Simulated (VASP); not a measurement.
Calculation: PBE GGA, VASP's PBE PAW potentials (set 64) (plane waves; VASP 6.6.1).

A VASP calculation is set up with these files.

KPOINTS:
```
Automatic mesh
0
Gamma
4 4 4
0 0 0
```

INCAR:
```
ALGO=Normal
EDIFF=1E-6
ENCUT=300
GGA=PE
ISIF=2
ISMEAR=-1
LASPH=T
LCHARG=F
LMAXMIX=6
LREAL=F
LWAVE=F
NELM=100
PREC=Accurate
SIGMA=0.1
SYSTEM=Al2Au
```

File POSCAR:
```
Al2Au
1
    0.0000000000     3.0296560000     3.0296560000
    3.0296560000     0.0000000000     3.0296560000
    3.0296560000     3.0296560000     0.0000000000
Al Au
2 1
Direct
  0.2500000000   0.2500000000   0.2500000000
  0.7500000000   0.7500000000   0.7500000000
  0.0000000000   0.0000000000   0.0000000000
```

POTCAR, in this order: Al Au (PBE.64 set). Program: vasp_std.

What will the output report for the number of irreducible k-points (NKPTS), largest plane-wave count, number of space-group operations, FFT grid (NGX, NGY, NGZ)?

| Quantity | Result |
|---|---|
| number of irreducible k-points (NKPTS) | 8 |
| largest plane-wave count | 660 |
| number of space-group operations | 48 |
| FFT grid (NGX, NGY, NGZ) | 24 × 24 × 24 |

The structure comes from a computed database's Al2Au entry; how it stands against other phases isn't given here. The cell was not relaxed at this level. The k-mesh is coarse (spacing up to 0.45 per Å, 2π included), so the numbers may not be converged in it. The run is one of a series of settings (KPOINTS 4×4×4 Γ-centred mesh against the base run), some of them coarse on purpose. The electron count is odd and the run is not spin-polarised, which forces a metal.
